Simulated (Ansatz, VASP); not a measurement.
# TiC: VASP beside Ansatz, part 2 of 2

Aim: how closely do two programs agree when they are given the same cell, functional and k mesh? The cell is taken from a series of runs on this material, whose earlier steps may have relaxed, scaled, displaced or heated it; both programs get it as it stands.

VASP 6.6.1 and Ansatz 0.2.0.

So far: The starting structure; Ansatz: zone-centre phonons, PBEsol.

## 3. VASP: zone-centre phonons, PBEsol

Level of this step: PBEsol; plane waves and PAW (C, Ti_sv) (VASP).

The same cell, functional, mesh and smearing now go to VASP, with its own data sets.

Lines of VASP's logs that name or quote its potential files are left out, and so is its time.

The input, INCAR:

```
SYSTEM = TiC
PREC = Accurate
ENCUT = 600
EDIFF = 1E-08
NELM = 120
ISMEAR = 1
SIGMA = 0.2
LREAL = .FALSE.
ALGO = Normal
GGA = PS
NBANDS = 14
LASPH = .TRUE.
LORBIT = 11
LWAVE = .FALSE.
LCHARG = .FALSE.
ISIF = 2
IBRION = 8
GGA_COMPAT = .FALSE.
KPAR = 2
```

The input, POSCAR:

```
TiC
1.0
   -0.0465787510      2.1427934323      2.1427934323
    2.1427934323     -0.0465787510      2.1427934323
    2.1427934323      2.1427934323     -0.0465787510
C Ti
1 1
Direct
    0.5000000000      0.5000000000      0.5000000000
    0.0000000000      0.0000000000      0.0000000000
```

The input, KPOINTS:

```
Automatic mesh
0
Gamma
16 16 16
0 0 0
```

PAW data sets: C and Ti_sv (PBE family, release 64).

Run with:

```bash
mpirun -np 2 vasp_std
```

Numbers of over 12 decimals in the logs are rounded to 6 here.

The program printed:

```text
[banner, memory and clock lines left out]
running    2 mpi-ranks, on    1 nodes
 distrk:  each k-point on    1 cores,    2 groups
 distr:  one band on    1 cores,    1 groups

 POSCAR found type information on POSCAR C Ti
 POSCAR found :  2 types and       2 ions
|                                                                             |
|               ----> ADVICE to this user running VASP <----                  |
|                                                                             |
|     You enforced a specific xc type in the INCAR file but a different       |
|     [... a line on the potential file left out ...]
|     I HOPE YOU KNOW WHAT YOU ARE DOING!                                     |
|                                                                             |

 LDA part: xc-table for (Slater+PW92), standard interpolation
 POSCAR, INCAR and KPOINTS ok, starting setup
 FFT: planning ... GRIDC
 FFT: planning ... GRID_SOFT
 FFT: planning ... GRID
 WAVECAR not read
 entering main loop
       N       E                     dE             d eps       ncg     rms          rms(c)
DAV:   1     0.127421203239E+03    0.12742E+03   -0.88960E+03 11684   0.151E+03
DAV:   2    -0.161627952415E+02   -0.14358E+03   -0.13542E+03 12300   0.371E+02
DAV:   3    -0.248242456483E+02   -0.86615E+01   -0.84310E+01 15534   0.874E+01
DAV:   4    -0.251928867976E+02   -0.36864E+00   -0.36817E+00 14678   0.163E+01
DAV:   5    -0.252023322357E+02   -0.94454E-02   -0.94439E-02 15618   0.229E+00    0.184E+01
DAV:   6    -0.204133588907E+02    0.47890E+01   -0.12871E+01 16772   0.600E+01    0.684E+00
DAV:   7    -0.198293066915E+02    0.58405E+00   -0.21624E+00 14224   0.220E+01    0.507E+00
DAV:   8    -0.197967589845E+02    0.32548E-01   -0.11068E-01 13032   0.386E+00    0.341E+00
DAV:   9    -0.197813371412E+02    0.15422E-01   -0.12683E-01 14002   0.466E+00    0.750E-01
DAV:  10    -0.197807238783E+02    0.61326E-03   -0.11462E-02 15940   0.136E+00    0.746E-01
DAV:  11    -0.197778087650E+02    0.29151E-02   -0.55854E-03 12660   0.113E+00    0.229E-01
DAV:  12    -0.197776968370E+02    0.11193E-03   -0.40144E-04 14652   0.227E-01    0.557E-02
DAV:  13    -0.197776866840E+02    0.10153E-04   -0.56548E-05 13528   0.629E-02    0.121E-02
DAV:  14    -0.197776850604E+02    0.16236E-05   -0.30073E-06 14540   0.284E-02    0.365E-03
DAV:  15    -0.197776849339E+02    0.12651E-06   -0.33232E-07 13620   0.796E-03    0.178E-03
DAV:  16    -0.197776848909E+02    0.42985E-07   -0.76693E-08 14616   0.225E-03    0.371E-04
DAV:  17    -0.197776848849E+02    0.60199E-08   -0.35751E-09  7278   0.585E-04
   1 F= -.19777685E+02 E0= -.19777830E+02  d E =0.435110E-03
 Linear response reoptimize wavefunctions to high precision
DAV:   1    -0.197776848883E+02   -0.33583E-08   -0.58285E-10  8804   0.250E-04
DAV:   2    -0.197776848883E+02   -0.21373E-10   -0.11747E-10  6378   0.966E-05
 Linear response DOF=           2
 Linear response progress:
  Degree of freedom:   1/  2
       N       E                     dE             d eps       ncg     rms          rms(c)
RMM:   1    -0.123649217624E+00   -0.12365E+00   -0.34479E-02 67784   0.218E+00
RMM:   2    -0.115819339365E+00    0.78299E-02   -0.51924E-03 60716   0.530E-01    0.131E-01
RMM:   3    -0.116490129267E+00   -0.67079E-03   -0.17937E-03 63978   0.227E-01    0.615E-02
RMM:   4    -0.117441539562E+00   -0.95141E-03   -0.62502E-04 65446   0.137E-01    0.149E-02
RMM:   5    -0.117560892118E+00   -0.11935E-03   -0.13540E-04 73467   0.552E-02    0.252E-03
RMM:   6    -0.117551803482E+00    0.90886E-05   -0.18803E-05 73360   0.225E-02    0.132E-03
RMM:   7    -0.117548094192E+00    0.37093E-05   -0.38493E-06 74836   0.106E-02    0.672E-04
RMM:   8    -0.117551380688E+00   -0.32865E-05   -0.97618E-07 73143   0.521E-03    0.311E-04
RMM:   9    -0.117549081202E+00    0.22995E-05   -0.55739E-07 75634   0.284E-03    0.114E-04
RMM:  10    -0.117549242615E+00   -0.16141E-06   -0.54765E-07 74797   0.152E-03    0.467E-05
RMM:  11    -0.117549049686E+00    0.19293E-06   -0.15332E-07 75764   0.838E-04    0.418E-05
RMM:  12    -0.117549071924E+00   -0.22239E-07   -0.67536E-08 77415   0.454E-04    0.312E-05
RMM:  13    -0.117549078141E+00   -0.62162E-08   -0.13443E-07 73188   0.274E-04    0.288E-05
RMM:  14    -0.117549133423E+00   -0.55282E-07   -0.84300E-09 72902   0.169E-04    0.203E-05
RMM:  15    -0.117549139524E+00   -0.61011E-08   -0.99680E-09 76664   0.881E-05    0.135E-05
 first order change of Fermi-energy  -0.91341E-04
 force on displaced ion       1 direction 1 :  -9.463   0.469   0.469
 Linear response progress:
  Degree of freedom:   2/  2
       N       E                     dE             d eps       ncg     rms          rms(c)
RMM:   1    -0.700940946531E+00   -0.70094E+00    0.55664E+00 30842   0.138E+02
RMM:   2    -0.675774951035E+00    0.25166E-01   -0.24698E-01 53313   0.502E+00    0.225E-01
RMM:   3    -0.673868566253E+00    0.19064E-02   -0.18458E-02 63335   0.117E+00    0.111E-01
RMM:   4    -0.672981617822E+00    0.88695E-03   -0.79144E-03 69628   0.527E-01    0.223E-02
RMM:   5    -0.673510615893E+00   -0.52900E-03   -0.12836E-03 73620   0.214E-01    0.108E-02
RMM:   6    -0.673864621337E+00   -0.35401E-03   -0.34203E-04 74344   0.927E-02    0.741E-03
RMM:   7    -0.674326532002E+00   -0.46191E-03   -0.78580E-05 66620   0.479E-02    0.476E-03
RMM:   8    -0.674248795174E+00    0.77737E-04   -0.36671E-05 73787   0.246E-02    0.909E-04
RMM:   9    -0.674207552290E+00    0.41243E-04   -0.20919E-05 74584   0.141E-02    0.788E-04
RMM:  10    -0.674235032384E+00   -0.27480E-04   -0.17184E-05 73307   0.843E-03    0.198E-04
RMM:  11    -0.674245430768E+00   -0.10398E-04   -0.12998E-05 76226   0.559E-03    0.310E-05
RMM:  12    -0.674244881378E+00    0.54939E-06   -0.10407E-05 77614   0.386E-03    0.916E-05
RMM:  13    -0.674248492732E+00   -0.36114E-05   -0.78656E-06 71028   0.293E-03    0.333E-05
RMM:  14    -0.674249402537E+00   -0.90980E-06   -0.63178E-06 77429   0.227E-03    0.294E-05
RMM:  15    -0.674248594705E+00    0.80783E-06   -0.53729E-06 71430   0.184E-03    0.689E-05
RMM:  16    -0.674249698570E+00   -0.11039E-05   -0.43447E-06 67336   0.153E-03    0.498E-05
RMM:  17    -0.674250096305E+00   -0.39774E-06   -0.35295E-06 72754   0.129E-03    0.456E-05
RMM:  18    -0.674250431870E+00   -0.33557E-06   -0.28462E-06 71036   0.110E-03    0.427E-05
RMM:  19    -0.674250538320E+00   -0.10645E-06   -0.23962E-06 76822   0.941E-04    0.456E-05
 first order change of Fermi-energy   0.16325E-03
 force on displaced ion       2 direction 1 :  -9.481   0.467   0.467
 Linear response finished
```

Parts of OUTCAR (step 3):

```text
ion  position               nearest neighbor table
   1  0.500  0.500  0.500-   2 2.17   2 2.17   2 2.17   2 2.17   2 2.17   2 2.17
   2  0.000  0.000  0.000-   1 2.17   1 2.17   1 2.17   1 2.17   1 2.17   1 2.17

  LATTYP: Found a trigonal (rhomboedric) cell.
 ALAT       =     3.0307254853
 COS(alpha) =     0.4781496369

 Subroutine GETGRP returns: Found 12 space group operations
 (whereof 12 operations were pure point group operations)

The static configuration has the point symmetry D_3d.

 Found    417 irreducible k-points:

   k-points           NKPTS =    417   k-points in BZ     NKDIM =    417   number of bands    NBANDS=     14

   dimension x,y,z NGX =    24 NGY =   24 NGZ =   24
   dimension x,y,z NGXF=    48 NGYF=   48 NGZF=   48

   ENCUT  =  600.0 eV  44.10 Ry    6.64 a.u.   6.05  6.05  6.05*2*pi/ulx,y,z

   NELECT =      16.0000    total number of electrons

 k-points in reciprocal lattice and weights: Automatic mesh
   0.00000000  0.00000000  0.00000000       0.000
   0.06250000 -0.00000000 -0.00000000       0.001
   0.12500000 -0.00000000 -0.00000000       0.001
   0.18750000  0.00000000  0.00000000       0.001
   0.25000000 -0.00000000 -0.00000000       0.001
   0.31250000  0.00000000  0.00000000       0.001
   0.37500000  0.00000000  0.00000000       0.001
   0.43750000  0.00000000  0.00000000       0.001
   0.50000000 -0.00000000 -0.00000000       0.001
[...]
-0.43750000  0.50000000  0.43750000       0.001
   0.50000000  0.50000000  0.50000000       0.000

 average (electrostatic) potential at core
       1 -44.6304       2 -70.9819

  Total       -0.8357229     -0.8357229     -0.8357229      0.4312955      0.4312955      0.4312955
  in kB      -65.8975785    -65.8975785    -65.8975785     34.0080735     34.0080735     34.0080735
  external PRESSURE =     -65.8975785 kB  Pullay stress =       0.0000000 kB

  energy-cutoff  :      600.00
  volume of cell :       20.32
      direct lattice vectors                 reciprocal lattice vectors
    -0.046578751  2.142793432  2.142793432    -0.225866548  0.230885396  0.230885396
     2.142793432 -0.046578751  2.142793432     0.230885396 -0.225866548  0.230885396
     2.142793432  2.142793432 -0.046578751     0.230885396  0.230885396 -0.225866548

 POSITION                                       TOTAL-FORCE (eV/Angst)
 -----------------------------------------------------------------------------------
      2.11950      2.11950      2.11950         0.000000      0.000000      0.000000
      0.00000      0.00000      0.00000        -0.000000      0.000000     -0.000000
 -----------------------------------------------------------------------------------
    total drift:                                0.000000     -0.000000     -0.000000

 Eigenvectors and eigenvalues of the dynamical matrix
 ----------------------------------------------------

   1 f  =   15.901861 THz    99.914337 2PiTHz  530.428977 cm-1    65.764782 meV
             X         Y         Z           dx          dy          dz
      2.119504  2.119504  2.119504     0.681428   -0.567291   -0.114137
      0.000000  0.000000  0.000000    -0.341577    0.284364    0.057213

   2 f  =   15.901861 THz    99.914337 2PiTHz  530.428977 cm-1    65.764782 meV
             X         Y         Z           dx          dy          dz
      2.119504  2.119504  2.119504     0.261628    0.459319   -0.720948
      0.000000  0.000000  0.000000    -0.131145   -0.230241    0.361387

   3 f  =   14.733703 THz    92.574586 2PiTHz  491.463432 cm-1    60.933672 meV
             X         Y         Z           dx          dy          dz
      2.119504  2.119504  2.119504     0.516078    0.516078    0.516078
      0.000000  0.000000  0.000000    -0.258838   -0.258838   -0.258838

   4 f/i=    0.005220 THz     0.032801 2PiTHz    0.174133 cm-1     0.021590 meV
             X         Y         Z           dx          dy          dz
      2.119504  2.119504  2.119504    -0.109971   -0.247232    0.357202
      0.000000  0.000000  0.000000    -0.219386   -0.493214    0.712600

   5 f/i=    0.005220 THz     0.032801 2PiTHz    0.174133 cm-1     0.021590 meV
             X         Y         Z           dx          dy          dz
      2.119504  2.119504  2.119504    -0.348970    0.269722    0.079248
      0.000000  0.000000  0.000000    -0.696177    0.538082    0.158095

   6 f/i=    0.008169 THz     0.051327 2PiTHz    0.272489 cm-1     0.033784 meV
             X         Y         Z           dx          dy          dz
      2.119504  2.119504  2.119504     0.258838    0.258838    0.258838
      0.000000  0.000000  0.000000     0.516078    0.516078    0.516078

 ELASTIC MODULI CONTR FROM IONIC RELAXATION (kBar)
 Direction    XX          YY          ZZ          XY          YZ          ZX
 --------------------------------------------------------------------------------
 XX           0.0000      0.0000      0.0000      0.0000      0.0000      0.0000
 YY           0.0000      0.0000      0.0000      0.0000      0.0000      0.0000
 ZZ           0.0000      0.0000      0.0000      0.0000      0.0000      0.0000
 XY           0.0000      0.0000      0.0000      0.0000      0.0000      0.0000
 YZ           0.0000      0.0000      0.0000      0.0000      0.0000      0.0000
 ZX           0.0000      0.0000      0.0000      0.0000      0.0000      0.0000
 --------------------------------------------------------------------------------
```

## 4. Side by side

Known differences besides the potentials themselves: the cutoff is 420 eV in Ansatz and 600 eV in VASP; Ansatz makes its cores anew for this functional, VASP keeps those of its PBE data sets. Total energies have different zeros and are not compared.

The two programs side by side:

```tsv
quantity	Ansatz	VASP	difference
optical mode 1 (cm⁻¹)	490.5	491.5	-0.19 %
optical mode 2 to 3 (cm⁻¹)	529.4	530.4	-0.20 %
```

Modes are paired by rising frequency, not by their patterns, so a pair may set unlike modes beside each other; they are those without the splitting of longitudinal modes.

## 5. Summary of results

```json
{
  "r.m.s. difference of the optical zone-centre modes, each program's sorted by frequency (zone-centre phonons, PBEsol)": "1.0 cm⁻¹"
}
```

In words: The r.m.s. difference of the optical zone-centre modes, each program's sorted by frequency is 1.0 cm⁻¹ (zone-centre phonons, PBEsol). Such differences can come from data sets, numerical settings and the points named under the comparisons, not from the functional's error against experiment.

[Lines on the potential files, build, host, timing and source positions are cut from VASP's logs without a mark.]

[Logs are printed without paths, hosts, clocks, repeated set-up lines and the standing remarks that a program may print on its own settings, such as how far it seeks lower states.]

[Hosts, paths, dates, database ids (printed as entryN), source tags and the programs' standing remarks are cut or masked in the printed files.]
